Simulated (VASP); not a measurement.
Output of a VASP run:

### OSZICAR
```
...
DAV:  11    -0.642348401550E+02   -0.55969E-05   -0.64230E-06  2002   0.346E-02    0.701E-03
DAV:  12    -0.642348420081E+02   -0.18531E-05   -0.19171E-06  1590   0.168E-02    0.856E-04
DAV:  13    -0.642348420563E+02   -0.48278E-07   -0.31108E-07  1024   0.854E-03
   3 F= -.64234842E+02 E0= -.64235015E+02  d E =-.127454E+00
       N       E                     dE             d eps       ncg     rms          rms(c)
DAV:   1    -0.642386934968E+02   -0.38515E-02   -0.65551E-02  2578   0.435E+00    0.541E-01
DAV:   2    -0.642358049417E+02    0.28886E-02   -0.56739E-03  2482   0.101E+00    0.151E-01
DAV:   3    -0.642353146143E+02    0.49033E-03   -0.78335E-04  2566   0.487E-01    0.782E-02
DAV:   4    -0.642351842858E+02    0.13033E-03   -0.17272E-04  2560   0.163E-01    0.310E-02
DAV:   5    -0.642350294189E+02    0.15487E-03   -0.21187E-04  2064   0.177E-01    0.785E-03
DAV:   6    -0.642352145893E+02   -0.18517E-03   -0.99341E-05  2024   0.989E-02    0.440E-03
DAV:   7    -0.642352146027E+02   -0.13400E-07   -0.19783E-06  1570   0.119E-02
   4 F= -.64235215E+02 E0= -.64235377E+02  d E =-.127826E+00
       N       E                     dE             d eps       ncg     rms          rms(c)
DAV:   1    -0.642359572776E+02   -0.74269E-03   -0.14109E-02  2578   0.203E+00    0.252E-01
DAV:   2    -0.642353382695E+02    0.61901E-03   -0.12174E-03  2482   0.466E-01    0.704E-02
DAV:   3    -0.642352337536E+02    0.10452E-03   -0.17015E-04  2568   0.227E-01    0.360E-02
DAV:   4    -0.642352043502E+02    0.29403E-04   -0.42481E-05  2592   0.793E-02    0.143E-02
DAV:   5    -0.642351556900E+02    0.48660E-04   -0.65691E-05  2060   0.948E-02    0.439E-03
DAV:   6    -0.642352142104E+02   -0.58520E-04   -0.30426E-05  2024   0.543E-02    0.207E-03
DAV:   7    -0.642352141809E+02    0.29510E-07   -0.54373E-07  1058   0.698E-03
   5 F= -.64235214E+02 E0= -.64235371E+02  d E =-.127826E+00
       N       E                     dE             d eps       ncg     rms          rms(c)
DAV:   1    -0.642362225893E+02   -0.10084E-02   -0.19105E-02  2574   0.236E+00    0.290E-01
DAV:   2    -0.642353833678E+02    0.83922E-03   -0.16447E-03  2466   0.539E-01    0.815E-02
DAV:   3    -0.642352369732E+02    0.14639E-03   -0.22978E-04  2566   0.263E-01    0.419E-02
DAV:   4    -0.642351958939E+02    0.41079E-04   -0.49249E-05  2486   0.870E-02    0.164E-02
DAV:   5    -0.642351521963E+02    0.43698E-04   -0.59170E-05  2068   0.934E-02    0.420E-03
DAV:   6    -0.642352036252E+02   -0.51429E-04   -0.27520E-05  2024   0.520E-02    0.248E-03
DAV:   7    -0.642352038983E+02   -0.27305E-06   -0.53772E-07  1034   0.642E-03
   6 F= -.64235204E+02 E0= -.64235367E+02  d E =0.102826E-04
       N       E                     dE             d eps       ncg     rms          rms(c)
DAV:   1    -0.642356243295E+02   -0.42070E-03   -0.75434E-03  2576   0.148E+00    0.183E-01
DAV:   2    -0.642352937337E+02    0.33060E-03   -0.64869E-04  2482   0.340E-01    0.512E-02
DAV:   3    -0.642352380170E+02    0.55717E-04   -0.90567E-05  2574   0.165E-01    0.265E-02
DAV:   4    -0.642352246343E+02    0.13383E-04   -0.18840E-05  2360   0.542E-02    0.104E-02
DAV:   5    -0.642352095642E+02    0.15070E-04   -0.21302E-05  2076   0.566E-02    0.254E-03
DAV:   6    -0.642352278463E+02   -0.18282E-04   -0.97829E-06  2024   0.312E-02    0.152E-03
DAV:   7    -0.642352277614E+02    0.84842E-07   -0.20452E-07  1008   0.391E-03
   7 F= -.64235228E+02 E0= -.64235387E+02  d E =-.135805E-04
```

OUTCAR:
```
------------------------ aborting loop because EDIFF is reached ----------------------------------------
  FORCE on cell =-STRESS in cart. coord.  units (eV):
  Direction    XX          YY          ZZ          XY          YZ          ZX
  --------------------------------------------------------------------------------------
  Total        0.0007736      0.0007736      0.0007736     -0.0000000     -0.0000000     -0.0000000
  in kB        0.0411695      0.0411695      0.0411695     -0.0000000     -0.0000000     -0.0000000
  external PRESSURE =       0.0411695 kB  Pullay stress =       0.0000000 kB
  volume of cell :       30.11
      direct lattice vectors                 reciprocal lattice vectors
     3.110857491 -0.000000000  0.000000000     0.321454777  0.000000000 -0.000000000
    -0.000000000  3.110857491 -0.000000000     0.000000000  0.321454777  0.000000000
     0.000000000 -0.000000000  3.110857491    -0.000000000  0.000000000  0.321454777
 POSITION                                       TOTAL-FORCE (eV/Angst)
 -----------------------------------------------------------------------------------
      0.00000     -0.00000      3.11086         0.000000      0.000000      0.000000
      1.55543      1.55543      1.55543        -0.000000     -0.000000      0.000000
 -----------------------------------------------------------------------------------
    total drift:                                0.000000      0.000000     -0.000000
  FREE ENERGIE OF THE ION-ELECTRON SYSTEM (eV)
  ---------------------------------------------------
  free  energy   TOTEN  =       -64.2352277614 eV

  energy  without entropy=      -64.2357064673  energy(sigma->0) =      -64.23538733

 reached required accuracy - stopping structural energy minimisation
```
(Selected blocks of OUTCAR.)

File POSCAR:
```
GeW
1
    3.1950190000     0.0000000000     0.0000000000
    0.0000000000     3.1950190000     0.0000000000
    0.0000000000     0.0000000000     3.1950190000
W Ge
1 1
Direct
  0.0000000000   0.0000000000   0.0000000000
  0.5000000000   0.5000000000   0.5000000000
```

Task: Reconstruct the remaining input files.

Result: Several could match; the one computed here: the input of the run itself, r2SCAN meta-GGA, plane waves, VASP's PBE PAW potentials (set 64).

File KPOINTS:
```
Automatic
0
G
10 10 10
```

**INCAR**
```
! general
SYSTEM  = GeW
PREC    = Accurate
ENCUT   = 400
LREAL   = .FALSE.
LASPH   = .TRUE.

! electronic loop
EDIFF   = 1E-6
NELM    = 100
ALGO    = Normal
LMAXMIX = 6
LMIXTAU = .TRUE.

! smearing
ISMEAR  = 1
SIGMA   = 0.1

! functional
METAGGA = R2SCAN

! ions
IBRION  = 2
NSW     = 60
ISIF    = 3
EDIFFG  = -0.01

! output
LWAVE   = .FALSE.
LCHARG  = .FALSE.
```

POTCAR, in this order: W_sv Ge_d (PBE.64 set). Program: vasp_std.

Energy and stress use the plane-wave basis of the starting cell.

The structure was generated: GeW was put into the CsCl type (Pm-3m), which need not be its known phase. This run relaxes it. Symmetry was kept, so distortions that lower it aren't found.
